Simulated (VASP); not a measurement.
# GaGe (F-43m) in VASP: further runs

Runs on GaGe. Level: r2SCAN. Tasks: single point.

Program: VASP 6.6.1. These are calculated values, not measurements. Logs are shortened: lines on timing, memory, paths and dates and some standing lists are left out, and cuts for length are marked.

## 1. Starting point

The structure is cubic, space group F-43m (No. 216). Conventional cell: a = 5.796 Å, b = 5.796 Å, c = 5.796 Å, α = 90.00°, β = 90.00°, γ = 90.00°. Around Ge (site symmetry -43m) lie 4 Ga at 2.51 Å. Ga (site symmetry -43m) has 4 Ge at 2.51 Å as nearest neighbours.

The cell comes from a database or a generator and needn't be the stable form of this composition.

## 2. Single point, r2SCAN

INCAR reads:

```
SYSTEM = GaGe
PREC = Accurate ; ENCUT = 450
EDIFF = 1E-6 ; ISMEAR = -1
SIGMA = 0.2 ; LREAL = .False.
LASPH = .True. ; NELM = 100
ALGO = Normal ; ISIF = 2
LWAVE = .False. ; LCHARG = .False.
METAGGA = R2SCAN ; LMIXTAU = .True.
NBANDS = 10 ; ADDGRID = .False.
```

KPOINTS reads:

```
regular mesh
0
Gamma
  5 5 5
  0 0 0
```

POSCAR reads:

```
GaGe
1.0
    0.0000000000      2.8978440000      2.8978440000
    2.8978440000      0.0000000000      2.8978440000
    2.8978440000      2.8978440000      0.0000000000
Ge Ga
1 1
Direct
    0.0000000000      0.0000000000      0.0000000000
    0.2500000000      0.2500000000      0.2500000000
```

Potentials or basis: VASP PAW PBE potentials, release 64 (Ge, Ga).

Command:

```console
$ cat potpaw_PBE.64/Ge/POTCAR potpaw_PBE.64/Ga/POTCAR > POTCAR
$ mpirun -np 1 vasp_std > vasp.out
```

OUTCAR:

```text
SYSTEM = GaGe
   PREC = Accurate
   ENCUT = 450
   EDIFF = 1E-6
   ISMEAR = -1
   LREAL = .False.
   LASPH = .True.
   NELM = 100
   ISIF = 2
   METAGGA = R2SCAN

 Found     10 irreducible k-points:

 Following reciprocal coordinates:
            Coordinates               Weight
  0.000000  0.000000  0.000000      1.000000
  0.200000  0.000000  0.000000      8.000000
  0.400000  0.000000  0.000000      8.000000
  0.200000  0.200000  0.000000      6.000000
  0.400000  0.200000  0.000000     24.000000
 -0.400000  0.200000  0.000000     24.000000
   k-points           NKPTS =     10   k-points in BZ     NKDIM =     10   number of bands    NBANDS=     10
   number of dos      NEDOS =    301   number of ions     NIONS =      2
   total plane-waves  NPLWV =  21952
   dimension x,y,z NGX =    28 NGY =   28 NGZ =   28
   dimension x,y,z NGXF=    56 NGYF=   56 NGZF=   56
   ions per type =               1   1
   NGX,Y,Z   is equivalent  to a cutoff of  11.36, 11.36, 11.36 a.u.
   NGXF,Y,Z  is equivalent  to a cutoff of  22.72, 22.72, 22.72 a.u.
 SYSTEM =  GaGe
   PREC   = accura    normal or accurate (medium, high low for compatibility)
   ISTART =      0    job   : 0-new  1-cont  2-samecut
   ICHARG =      2    charge: 1-file 2-atom 10-const
   ISPIN  =      1    spin polarized calculation?
   LNONCOLLINEAR =      F non collinear calculations
   LSORBIT =      F    spin-orbit coupling
   LASPH  =      T    aspherical Exc in radial PAW
   ENCUT  =  450.0 eV  33.07 Ry    5.75 a.u.   7.09  7.09  7.09*2*pi/ulx,y,z
   NELM   =    100;   NELMIN=  2; NELMDL= -5     # of ELM steps
   EDIFF  = 0.1E-05   stopping-criterion for ELM
   LREAL  =      F    real-space projection
   EDIFFG = 0.1E-04   stopping-criterion for IOM
   NSW    =      0    number of steps for IOM
   IBRION =     -1    ionic relax: 0-MD 1-quasi-New 2-CG
   NFREE  =      0    steps in history (QN), initial steepest desc. (CG)
   ISIF   =      2    stress and relaxation
   ISYM   =      2    0-nonsym 1-usesym 2-fastsym
   POTIM  = 0.5000    time-step for ionic-motion
   TEBEG  =    0.0;   TEEND  =   0.0 temperature during run
   PSTRESS=    0.0 pullay stress
   NELECT =       7.0000    total number of electrons
   NUPDOWN=      -1.0000    fix difference up-down
   EMIN   =  10.00;   EMAX   =-10.00  energy-range for DOS
   EFERMI =   0.00;   METHOD = LEGACY
   ISMEAR =    -1;   SIGMA  =   0.20  broadening in eV -4-tet -1-fermi 0-gaus
   EFERMI_NEDOS =   21; number of points for ismear=-14 and -15
   IALGO  =     38    algorithm
   IMIX   =      4    mixing-type and parameters
     AMIX     =   0.40;   BMIX     =  1.00
     AMIX_MAG =   1.60;   BMIX_MAG =  1.00
  volume/ion in A,a.u.               =      24.33       164.22
  Fermi-wavevector in a.u.,A,eV,Ry     =   0.857740  1.620894 10.010058  0.735719
  Thomas-Fermi vector in A             =   1.974840
   LORBIT       =      0    0 simple, 1 ext, 2 COOP (PROOUT), +10 PAW based schemes
   METAGGA = R2SCAN    functional components
   LHFCALC =     F    Hartree Fock is set to
   AEXX    =    0.0000 exact exchange contribution
   IVDW    =     0    specifies the selected vdW correction
   LEPSILON=     F    determine dielectric tensor
   LRPA    =     F    only Hartree local field effects (RPA)
 non-spin polarized calculation
  energy-cutoff  :      450.00
  volume of cell :       48.67
 maximum number of plane-waves:      1073
   NGX = 15   NGY = 15   NGZ = 15

 number of electron       7.0000000 magnetization

 Free energy of the ion-electron system (eV)
  ---------------------------------------------------
  ext. energy  EPLUGINS =         0.00000000
  ---------------------------------------------------
  free energy    TOTEN  =       -25.04791977 eV

  energy without entropy =      -24.92389243  energy(sigma->0) =      -24.98590610

 E-fermi :   1.2103     XC(G=0):  -9.1469

 val. band max:        1.0381868718   @ k =  -0.4000   0.2000   0.0000
 cond. band min:       1.3397405388   @ k =   0.2000   0.2000   0.0000
 fundamental gap:      0.3015536670
 Fermi energy:         1.2103160972

 k-point     1 :       0.0000    0.0000    0.0000
  band No.  band energies     occupation
      1      -9.7994      2.00000
      2       2.9191      0.00039
      3       2.9191      0.00039
      4       2.9191      0.00039
      5       3.7733      0.00001
      6       5.8022      0.00000
      7       5.8022      0.00000
      8       5.8022      0.00000
      9       9.6054      0.00000
     10      12.2597      0.00000

 k-point     2 :       0.2000    0.0000    0.0000
  band No.  band energies     occupation
      1      -9.3265      2.00000
      2      -0.6032      1.99977
      3       2.2771      0.00960
      4       2.2771      0.00960
      5       4.2744      0.00000
      6       6.6319      0.00000
      7       6.6319      0.00000
      8       7.9716      0.00000
      9      11.1007      0.00000
     10      11.1155      0.00000

 k-point     3 :       0.4000    0.0000    0.0000
  band No.  band energies     occupation
      1      -8.1408      2.00000
      2      -3.7678      2.00000
      3       1.6348      0.21385
      4       1.6348      0.21385
      5       3.6982      0.00001
      6       6.8872      0.00000
      7       6.8872      0.00000
      8      10.0935      0.00000
      9      11.9428      0.00000
     10      12.7877      0.00000

 k-point     4 :       0.2000    0.2000    0.0000
  band No.  band energies     occupation
      1      -9.1625      2.00000
      2      -0.4798      1.99957
      3       1.3397      0.68728
      4       1.3397      0.68728
      5       4.5056      0.00000
      6       6.1934      0.00000
      7       8.1903      0.00000
      8       8.1903      0.00000
      9       9.7063      0.00000
     10      12.3099      0.00000

 k-point     5 :       0.4000    0.2000    0.0000
  band No.  band energies     occupation
      1      -8.1510      2.00000
      2      -3.0086      2.00000
      3       0.0953      1.99244
      4       0.7654      1.80483
      5       4.7752      0.00000
      6       6.7489      0.00000
      7       8.0866      0.00000
      8       8.8636      0.00000
      9      12.7223      0.00000
     10      13.4081      0.00000

 k-point     6 :      -0.4000    0.2000    0.0000
  band No.  band energies     occupation
      1      -7.4598      2.00000
      2      -4.1930      2.00000
      3      -0.7178      1.99987
      4       1.0382      1.40559
      5       4.9080      0.00000
      6       7.3981      0.00000
      7       8.2078      0.00000
      8      10.4146      0.00000
      9      11.3955      0.00000
     10      12.2897      0.00000

 [... further k-points ...]

------------------------ aborting loop because EDIFF is reached ----------------------------------------

  FORCE on cell =-STRESS in cart. coord.  units (eV):
  Direction    XX          YY          ZZ          XY          YZ          ZX
  --------------------------------------------------------------------------------------
  -------------------------------------------------------------------------------------
  Total       -0.6686348     -0.6686348     -0.6686348      0.0000000     -0.0000000      0.0000000
  in kB      -22.0112433    -22.0112433    -22.0112433      0.0000000     -0.0000000      0.0000000
  external PRESSURE =     -22.0112433 kB  Pullay stress =       0.0000000 kB

 VOLUME and BASIS-vectors are now :
 -----------------------------------------------------------------------------
  energy-cutoff  :      450.00
  volume of cell :       48.67
      direct lattice vectors                 reciprocal lattice vectors
     0.000000000  2.897844000  2.897844000    -0.172542069  0.172542069  0.172542069
     2.897844000  0.000000000  2.897844000     0.172542069 -0.172542069  0.172542069
     2.897844000  2.897844000  0.000000000     0.172542069  0.172542069 -0.172542069

 POSITION                                       TOTAL-FORCE (eV/Angst)
 -----------------------------------------------------------------------------------
      0.00000      0.00000      0.00000        -0.000000      0.000000      0.000000
      1.44892      1.44892      1.44892         0.000000     -0.000000     -0.000000
 -----------------------------------------------------------------------------------
    total drift:                                0.000000      0.000000      0.000000

  FREE ENERGIE OF THE ION-ELECTRON SYSTEM (eV)
  ---------------------------------------------------
  free  energy   TOTEN  =       -25.0479197654 eV

  energy  without entropy=      -24.9238924299  energy(sigma->0) =      -24.98590610
```

It took 19 s on 1 thread of Intel Xeon Platinum 8488C (Sapphire Rapids), shared host; peak memory 0.16 GiB.

These settings aren't checked as converged: the numbers below hold their error.

What came out:

```yaml
Free_energy: -25.0479 eV
Pressure: -2.2 GPa
Band_gap_on_the_k_mesh: none (metal or under the smearing width)
```

Caveat: the k mesh is coarse (spacing up to 0.38 Å⁻¹), so the values aren't converged; the PAW data sets were made with another functional, which shifts forces and pressure a little.

(Part 1 of 3 ends here.)
